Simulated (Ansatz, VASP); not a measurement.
**Two plane-wave programs on W3N4**

```xyz
7
Lattice="4.5922 0.0000 0.0000 0.0000 4.5922 0.0000 0.0000 0.0000 4.5922" Properties=species:S:1:pos:R:3 pbc="T T T"
W     0.0000    0.0000    2.2961
W     0.0000    2.2961    0.0000
W     2.2961    0.0000    0.0000
N     1.1481    1.1481    1.1481
N     1.1481    3.4442    3.4442
N     3.4442    1.1481    3.4442
N     3.4442    3.4442    1.1481
```

Change from the starting cell: ordered vacancies on the cation sites of zinc blende (P-43m, No. 215).

Alike in both runs: task single point; functional PBE; k mesh 4 × 4 × 4; occupations gaussian, width 0.1 eV; collinear spin.

```csv
,VASP,Ansatz
version,VASP 6.6.1,Ansatz 0.2.0
potentials or method,"VASP PAW PBE potentials, release 64 (W_sv, N)","scalar-relativistic, plane waves, PAW"
plane-wave cutoff (eV),520,420
valence electrons in the cell,62,62
```

VASP gave:

| Property | Result |
| --- | --- |
| gap on the k mesh at the Fermi level (eV) | none |
| pressure (GPa) | -6.0 |
| rms of the force components (eV/Å) | 0.142 |
| net moment per atom (μB) | 0.00 |

Problem. Estimate Ansatz's values.

Solution. gap on the k mesh at the Fermi level (eV): none; pressure (GPa): -7.1; rms of the force components (eV/Å): 0.180; net moment per atom (μB): 0.00.

A gap of «none» marks a metal or a gap that the smearing closes. Ansatz warned: «no_starting_moments».

The runs have no spin-orbit coupling, so splittings on W are missing.
